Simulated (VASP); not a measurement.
# How precision settings and SCF solver change a VASP run on LaAg

Aim: find what the precision settings and SCF solver change for LaAg, and what they cost. The series runs use r2SCAN. The precision settings tried: PREC = Low; PREC = Medium; PREC = Normal; PREC = Single; PREC = Accurate; LREAL = Auto; ADDGRID = .TRUE.; LASPH = .TRUE.. The SCF solver tried: ALGO = Normal; ALGO = Fast; ALGO = VeryFast; ALGO = All; ALGO = Damped; AMIX = 0.1, BMIX = 0.01; AMIX = 0.8; IMIX = 1, AMIX = 0.2. The start is a cell from a database of measured crystal structures.

Method: r2SCAN; plane waves and PAW (La, Ag), in VASP 6.6.1.

## 1. Starting point

It takes space group Pm-3m (No. 221, cubic). Conventional cell: a = 3.760 Å, b = 3.760 Å, c = 3.760 Å, α = 90.00°, β = 90.00°, γ = 90.00°. La has 8 Ag at 3.26 Å nearest. Nearest to Ag lie 8 La at 3.26 Å. Farther neighbours are not listed.

Structure file:

```cif
data_structure
_symmetry_space_group_name_H-M 'P 1'
_symmetry_Int_Tables_number 1
_cell_length_a 3.7600
_cell_length_b 3.7600
_cell_length_c 3.7600
_cell_angle_alpha 90.000
_cell_angle_beta 90.000
_cell_angle_gamma 90.000
_cell_volume 53.16
loop_
_atom_site_label
_atom_site_type_symbol
_atom_site_fract_x
_atom_site_fract_y
_atom_site_fract_z
_atom_site_occupancy
La1 La 0.50000 0.50000 0.50000 1
Ag2 Ag 0.00000 0.00000 0.00000 1
```

## 2. Precision settings: PREC = Low

PREC sets the FFT grids, and LREAL, ADDGRID and LASPH trade speed for accuracy. r2SCAN adds the kinetic-energy density, costs more than a GGA and is run with LASPH.

Contents of INCAR:

```
SYSTEM = LaAg
PREC = Low
ENCUT = 400
EDIFF = 1E-06
NELM = 100
ISMEAR = -1
SIGMA = 0.05
LREAL = .FALSE.
ALGO = Normal
METAGGA = R2SCAN
LASPH = .TRUE.
NBANDS = 17
LORBIT = 11
LWAVE = .FALSE.
LCHARG = .FALSE.
KPAR = 2
ISIF = 2
```

Contents of POSCAR:

```
LaAg
1.0
    3.7600000000      0.0000000000      0.0000000000
    0.0000000000      3.7600000000      0.0000000000
    0.0000000000      0.0000000000      3.7600000000
La Ag
1 1
Direct
    0.5000000000      0.5000000000      0.5000000000
    0.0000000000      0.0000000000      0.0000000000
```

Contents of KPOINTS:

```
Automatic mesh
0
Gamma
7 7 7
0 0 0
```

PAW data sets: La and Ag (PBE family, release 64).

Launch:

```console
$ mpirun -np 2 vasp_std
```

Output:

```text
[banner, memory and clock lines left out]
running    2 mpi-ranks, on    1 nodes
 distrk:  each k-point on    1 cores,    2 groups
 distr:  one band on    1 cores,    1 groups

 POSCAR found type information on POSCAR LaAg
 POSCAR found :  2 types and       2 ions
|                                                                             |
|               ----> ADVICE to this user running VASP <----                  |
|                                                                             |
|     You enforced a specific xc type in the INCAR file but a different       |
|     [... a line on the potential file left out ...]
|     I HOPE YOU KNOW WHAT YOU ARE DOING!                                     |
|                                                                             |

 LDA part: xc-table for (None), standard interpolation
 POSCAR, INCAR and KPOINTS ok, starting setup
 FFT: planning ... GRIDC
 FFT: planning ... GRID_SOFT
 FFT: planning ... GRID
 WAVECAR not read
 entering main loop
       N       E                     dE             d eps       ncg     rms          rms(c)
DAV:   1     0.106973027871E+03    0.10697E+03   -0.80333E+03   712   0.155E+03
DAV:   2    -0.364545306451E+02   -0.14343E+03   -0.13785E+03   825   0.247E+02
DAV:   3    -0.582382863360E+02   -0.21784E+02   -0.20837E+02  1078   0.108E+02
DAV:   4    -0.592480746547E+02   -0.10098E+01   -0.10055E+01  1183   0.256E+01
DAV:   5    -0.592953980636E+02   -0.47323E-01   -0.47254E-01   984   0.393E+00    0.765E+00
DAV:   6    -0.518247111763E+02    0.74707E+01   -0.18535E+01   862   0.356E+01    0.646E+00
DAV:   7    -0.516558428961E+02    0.16887E+00   -0.18609E+00   998   0.115E+01    0.235E+00
DAV:   8    -0.516090444472E+02    0.46798E-01   -0.37945E-01  1094   0.463E+00    0.887E-01
DAV:   9    -0.516132435697E+02   -0.41991E-02   -0.31543E-02  1206   0.128E+00    0.305E-01
DAV:  10    -0.516139374016E+02   -0.69383E-03   -0.11539E-02  1159   0.994E-01    0.689E-02
DAV:  11    -0.516141191352E+02   -0.18173E-03   -0.59594E-04   992   0.171E-01    0.330E-02
DAV:  12    -0.516141091133E+02    0.10022E-04   -0.81849E-05  1192   0.836E-02    0.907E-03
DAV:  13    -0.516141078294E+02    0.12839E-05   -0.17910E-05  1064   0.325E-02    0.453E-03
DAV:  14    -0.516141078725E+02   -0.43062E-07   -0.82467E-07   799   0.841E-03
   1 F= -.51614108E+02 E0= -.51606004E+02  d E =-.162068E-01
```

Elapsed: 8.4 s, on 2 MPI ranks of Intel Xeon 6975P-C (Granite Rapids), shared host; peak memory 0.23 GiB; 16 s of CPU time.

Lines that name or quote the potential files are left out of all logs, and their timing lines are given in words.

Parts of OUTCAR (step 2):

```text
ion  position               nearest neighbor table
   1  0.500  0.500  0.500-   2 3.26   2 3.26   2 3.26   2 3.26   2 3.26   2 3.26   2 3.26   2 3.26

  LATTYP: Found a simple cubic cell.
 ALAT       =     3.7600000000

 Subroutine GETGRP returns: Found 48 space group operations
 (whereof 48 operations were pure point group operations)

The static configuration has the point symmetry O_h .

 Found     20 irreducible k-points:

   k-points           NKPTS =     20   k-points in BZ     NKDIM =     20   number of bands    NBANDS=     17

   dimension x,y,z NGX =    18 NGY =   18 NGZ =   18
   dimension x,y,z NGXF=    24 NGYF=   24 NGZF=   24

   ENCUT  =  400.0 eV  29.40 Ry    5.42 a.u.   6.13  6.13  6.13*2*pi/ulx,y,z

   NELECT =      22.0000    total number of electrons

 k-points in reciprocal lattice and weights: Automatic mesh
   0.00000000  0.00000000  0.00000000       0.003
   0.14285714  0.00000000  0.00000000       0.017
   0.28571429  0.00000000  0.00000000       0.017
   0.42857143  0.00000000  0.00000000       0.017
   0.14285714  0.14285714  0.00000000       0.035
   0.28571429  0.14285714  0.00000000       0.070
   0.42857143  0.14285714  0.00000000       0.070
   0.28571429  0.28571429  0.00000000       0.035
   0.42857143  0.28571429  0.00000000       0.070
[...]
0.42857143  0.42857143  0.28571429       0.070
   0.42857143  0.42857143  0.42857143       0.023

 average (electrostatic) potential at core
       1-101.8669       2 -76.1538

 E-fermi :   8.6180

 k-point     1 :       0.0000    0.0000    0.0000
  band No.  band energies     occupation
    ...
      6       2.8315      2.00000
      7       3.0062      2.00000
      8       3.5298      2.00000
      9       3.5298      2.00000
     10       3.5298      2.00000
     11       8.8314      0.02766
     12       8.8314      0.02766
     13      10.4208      0.00000
     14      10.4208      0.00000
     15      10.4208      0.00000
    ...

 k-point     2 :       0.1429    0.0000    0.0000
  band No.  band energies     occupation
    ...
      6       2.9669      2.00000
      7       3.3625      2.00000
      8       3.5240      2.00000
      9       3.5240      2.00000
     10       3.5399      2.00000
     11       8.7837      0.07023
     12       8.9633      0.00200
     13      10.2939      0.00000
     14      10.3995      0.00000
     15      10.3995      0.00000
    ...

 k-point     3 :       0.2857    0.0000    0.0000
  band No.  band energies     occupation
    ...
      8       3.5154      2.00000
      9       3.5633      2.00000
     10       4.3030      2.00000
     11       8.6466      0.72153
     12       8.6691      0.52956
     13      10.2109      0.00000
     14      10.2787      0.00000
     15      10.2787      0.00000
     16      10.4196      0.00000
     17      10.5571      0.00000

  Total        0.8384872      0.8384872      0.8384872      0.0000000      0.0000000      0.0000000
  in kB       25.2722258     25.2722258     25.2722258      0.0000000      0.0000000      0.0000000
  external PRESSURE =      25.2722258 kB  Pullay stress =       0.0000000 kB

  energy-cutoff  :      400.00
  volume of cell :       53.16
      direct lattice vectors                 reciprocal lattice vectors
     3.760000000  0.000000000  0.000000000     0.265957447  0.000000000  0.000000000
     0.000000000  3.760000000  0.000000000     0.000000000  0.265957447  0.000000000
     0.000000000  0.000000000  3.760000000     0.000000000  0.000000000  0.265957447

 POSITION                                       TOTAL-FORCE (eV/Angst)
 -----------------------------------------------------------------------------------
      1.88000      1.88000      1.88000         0.000000      0.000000      0.000000
      0.00000      0.00000      0.00000         0.000000      0.000000      0.000000
 -----------------------------------------------------------------------------------
    total drift:                                0.000000     -0.000000     -0.000000

  FREE ENERGIE OF THE ION-ELECTRON SYSTEM (eV)
  ---------------------------------------------------
  free  energy   TOTEN  =       -51.6141078725 eV

  energy  without entropy=      -51.5979010311  energy(sigma->0) =      -51.60600445

 total charge
# of ion       s       p       d       f       tot
--------------------------------------------------
    1        2.029   5.632   0.734   0.102   8.497
    2        0.611   0.291   9.064   0.000   9.966
--------------------------------------------------
tot          2.639   5.924   9.798   0.102  18.464

[... 3 further parts left out ...]
```

The k-mesh is coarse for a metal. The PAW data sets were made with PBE, which is usual practice but a small mismatch for other functionals.

This step gave:

| Property | Result |
| --- | --- |
| SCF cycles | 14 |
| electrons | 22 |
| bands | 17 |
| irreducible k-points | 20 |
| symmetry operations | 48 |
| free energy (TOTEN) | -51.6141 eV |
| energy at zero smearing | -51.6060 eV |
| Fermi energy | 8.618 eV |
| pressure | 2.527 GPa |
| metallic | yes |

The series starts at -25.8030 eV an atom and 2.53 GPa, after 14 cycles in 8.4 s.

## 3. Precision settings: PREC = Medium

INCAR: that of step 2 with these lines changed.

```diff
@@ -1,3 +1,3 @@
 SYSTEM = LaAg
-PREC = Low
+PREC = Medium
 ENCUT = 400
```

POSCAR is that of step 2.

KPOINTS is that of step 2.

Launch:

```console
$ mpirun -np 2 vasp_std
```

Output:

```text
[banner, memory and clock lines left out]
running    2 mpi-ranks, on    1 nodes
[...]
[... a notice as in an earlier step ...]

 LDA part: xc-table for (None), standard interpolation
 POSCAR, INCAR and KPOINTS ok, starting setup
[...]
entering main loop
       N       E                     dE             d eps       ncg     rms          rms(c)
DAV:   1     0.107004906638E+03    0.10700E+03   -0.80332E+03   712   0.155E+03
DAV:   2    -0.364486074885E+02   -0.14345E+03   -0.13787E+03   825   0.247E+02
DAV:   3    -0.582409293521E+02   -0.21792E+02   -0.20845E+02  1078   0.108E+02
DAV:   4    -0.592493190450E+02   -0.10084E+01   -0.10041E+01  1183   0.256E+01
[...]
DAV:  12    -0.516105353246E+02    0.16193E-04   -0.10850E-04  1208   0.975E-02    0.967E-03
DAV:  13    -0.516105324824E+02    0.28422E-05   -0.25178E-05  1079   0.389E-02    0.477E-03
DAV:  14    -0.516105325891E+02   -0.10671E-06   -0.12305E-06   840   0.102E-02
   1 F= -.51610533E+02 E0= -.51602401E+02  d E =-.162626E-01
```

Elapsed: 8.4 s, on 2 MPI ranks; peak memory 0.23 GiB.

OUTCAR, selected parts (step 3):

```text
  Total        0.8071396      0.8071396      0.8071396     -0.0000000      0.0000000     -0.0000000
  in kB       24.3274017     24.3274017     24.3274017     -0.0000000      0.0000000     -0.0000000
  external PRESSURE =      24.3274017 kB  Pullay stress =       0.0000000 kB

  FREE ENERGIE OF THE ION-ELECTRON SYSTEM (eV)
  ---------------------------------------------------
  free  energy   TOTEN  =       -51.6105325891 eV

  energy  without entropy=      -51.5942699931  energy(sigma->0) =      -51.60240129

[... 3 parts as in an earlier step ...]

[... 1 further part left out ...]
[key lines of the parts left out:]
E-fermi :   8.6175
```

Against the first of the series the energy moves by +1.80 meV an atom and the pressure by -0.09 GPa, after 14 cycles in 8.4 s.

## 4. Precision settings: PREC = Normal

INCAR: that of step 3 with these lines changed.

```diff
@@ -1,3 +1,3 @@
 SYSTEM = LaAg
-PREC = Medium
+PREC = Normal
 ENCUT = 400
```

POSCAR is that of step 3.

KPOINTS is that of step 3.

Launch:

```console
$ mpirun -np 2 vasp_std
```

Output:

```text
[... set-up lines as in an earlier step ...]
 entering main loop
       N       E                     dE             d eps       ncg     rms          rms(c)
DAV:   1     0.107004122100E+03    0.10700E+03   -0.80332E+03   712   0.155E+03
DAV:   2    -0.364481229023E+02   -0.14345E+03   -0.13787E+03   825   0.247E+02
DAV:   3    -0.582400913427E+02   -0.21792E+02   -0.20845E+02  1078   0.108E+02
DAV:   4    -0.592485907406E+02   -0.10085E+01   -0.10042E+01  1183   0.256E+01
[...]
DAV:  12    -0.516098375047E+02    0.25938E-04   -0.12971E-04  1151   0.998E-02    0.863E-03
DAV:  13    -0.516098349491E+02    0.25556E-05   -0.28831E-05  1159   0.398E-02    0.374E-03
DAV:  14    -0.516098348526E+02    0.96542E-07   -0.14916E-06   839   0.112E-02
   1 F= -.51609835E+02 E0= -.51601703E+02  d E =-.162632E-01
```

It took 8.6 s on 2 MPI ranks; peak memory 0.25 GiB; 16 s of CPU time.

Parts of OUTCAR (step 4):

```text
  Total        0.8092473      0.8092473      0.8092473      0.0000000     -0.0000000      0.0000000
  in kB       24.3909264     24.3909264     24.3909264      0.0000000     -0.0000000      0.0000000
  external PRESSURE =      24.3909264 kB  Pullay stress =       0.0000000 kB

 POSITION                                       TOTAL-FORCE (eV/Angst)
 -----------------------------------------------------------------------------------
      1.88000      1.88000      1.88000         0.000000      0.000000      0.000000
      0.00000      0.00000      0.00000         0.000000      0.000000      0.000000
 -----------------------------------------------------------------------------------
    total drift:                                0.000000      0.000000      0.000000

  FREE ENERGIE OF THE ION-ELECTRON SYSTEM (eV)
  ---------------------------------------------------
  free  energy   TOTEN  =       -51.6098348526 eV

  energy  without entropy=      -51.5935716529  energy(sigma->0) =      -51.60170325

[... 2 parts as in an earlier step ...]

[... 1 further part left out ...]
[key lines of the parts left out:]
E-fermi :   8.6174
```

Against the first of the series the energy moves by +2.15 meV an atom and the pressure by -0.09 GPa, after 14 cycles in 8.6 s.

## 5. Precision settings: PREC = Single

INCAR: that of step 4 with these lines changed.

```diff
@@ -1,3 +1,3 @@
 SYSTEM = LaAg
-PREC = Normal
+PREC = Single
 ENCUT = 400
```

POSCAR is that of step 4.

KPOINTS is that of step 4.

Launch:

```console
$ mpirun -np 2 vasp_std
```

Output:

```text
[... set-up lines as in an earlier step ...]
 entering main loop
       N       E                     dE             d eps       ncg     rms          rms(c)
DAV:   1     0.107010788014E+03    0.10701E+03   -0.80331E+03   712   0.155E+03
DAV:   2    -0.364478686888E+02   -0.14346E+03   -0.13788E+03   825   0.247E+02
DAV:   3    -0.582418416723E+02   -0.21794E+02   -0.20847E+02  1078   0.108E+02
DAV:   4    -0.592500878313E+02   -0.10082E+01   -0.10039E+01  1183   0.256E+01
[...]
DAV:  12    -0.516091286465E+02    0.38066E-04   -0.16220E-04  1191   0.114E-01    0.109E-02
DAV:  13    -0.516091254581E+02    0.31884E-05   -0.37747E-05  1079   0.469E-02    0.601E-03
DAV:  14    -0.516091255751E+02   -0.11701E-06   -0.28849E-06   999   0.149E-02
   1 F= -.51609126E+02 E0= -.51600992E+02  d E =-.162676E-01
```

It took 15 s on 2 MPI ranks; peak memory 0.24 GiB.

Parts of OUTCAR (step 5):

```text
  Total        0.7906757      0.7906757      0.7906757      0.0000000      0.0000000      0.0000000
  in kB       23.8311752     23.8311752     23.8311752      0.0000000      0.0000000      0.0000000
  external PRESSURE =      23.8311752 kB  Pullay stress =       0.0000000 kB

 POSITION                                       TOTAL-FORCE (eV/Angst)
 -----------------------------------------------------------------------------------
      1.88000      1.88000      1.88000         0.000000      0.000000      0.000000
      0.00000      0.00000      0.00000         0.000000      0.000000      0.000000
 -----------------------------------------------------------------------------------
    total drift:                               -0.000000     -0.000000     -0.000000

  FREE ENERGIE OF THE ION-ELECTRON SYSTEM (eV)
  ---------------------------------------------------
  free  energy   TOTEN  =       -51.6091255751 eV

  energy  without entropy=      -51.5928579291  energy(sigma->0) =      -51.60099175

[... 2 parts as in an earlier step ...]

[... 1 further part left out ...]
[key lines of the parts left out:]
E-fermi :   8.6178
```

Against the first of the series the energy moves by +2.51 meV an atom and the pressure by -0.14 GPa, after 14 cycles in 15 s.

## 6. Precision settings: PREC = Accurate

INCAR: that of step 5 with these lines changed.

```diff
@@ -1,3 +1,3 @@
 SYSTEM = LaAg
-PREC = Single
+PREC = Accurate
 ENCUT = 400
```

POSCAR is that of step 5.

KPOINTS is that of step 5.

Launch:

```console
$ mpirun -np 2 vasp_std
```

Output:

```text
[... set-up lines as in an earlier step ...]
 entering main loop
       N       E                     dE             d eps       ncg     rms          rms(c)
DAV:   1     0.107008582889E+03    0.10701E+03   -0.80332E+03   712   0.155E+03
DAV:   2    -0.364471873438E+02   -0.14346E+03   -0.13788E+03   825   0.247E+02
DAV:   3    -0.582403098938E+02   -0.21793E+02   -0.20846E+02  1078   0.108E+02
DAV:   4    -0.592486131003E+02   -0.10083E+01   -0.10040E+01  1183   0.256E+01
[...]
DAV:  12    -0.516101863627E+02    0.22182E-04   -0.26254E-04  1167   0.130E-01    0.798E-03
DAV:  13    -0.516101852348E+02    0.11279E-05   -0.16106E-05  1127   0.286E-02    0.209E-03
DAV:  14    -0.516101854095E+02   -0.17466E-06   -0.93532E-07   799   0.813E-03
   1 F= -.51610185E+02 E0= -.51602053E+02  d E =-.162654E-01
```

It took 17 s on 2 MPI ranks; peak memory 0.33 GiB.

OUTCAR, selected parts (step 6):

```text
  Total        0.8080581      0.8080581      0.8080581      0.0000000      0.0000000      0.0000000
  in kB       24.3550845     24.3550845     24.3550845      0.0000000      0.0000000      0.0000000
  external PRESSURE =      24.3550845 kB  Pullay stress =       0.0000000 kB

  FREE ENERGIE OF THE ION-ELECTRON SYSTEM (eV)
  ---------------------------------------------------
  free  energy   TOTEN  =       -51.6101854095 eV

  energy  without entropy=      -51.5939199775  energy(sigma->0) =      -51.60205269

[... 3 parts as in an earlier step ...]

[... 1 further part left out ...]
[key lines of the parts left out:]
E-fermi :   8.6178
```

Against the first of the series the energy moves by +1.98 meV an atom and the pressure by -0.09 GPa, after 14 cycles in 17 s.

(Part 1 of 3 ends here.)

[Lines on the potential files, build, host, timing and source positions are cut from VASP's logs without a mark.]

[Logs are printed without paths, hosts, clocks, repeated set-up lines and the standing remarks that a program may print on its own settings, such as how far it seeks lower states.]

[Hosts, paths, dates, database ids (printed as entryN), source tags and the programs' standing remarks are cut or masked in the printed files.]

[A measured line is paired with the nearest computed mode of its activity, which favours agreement.]
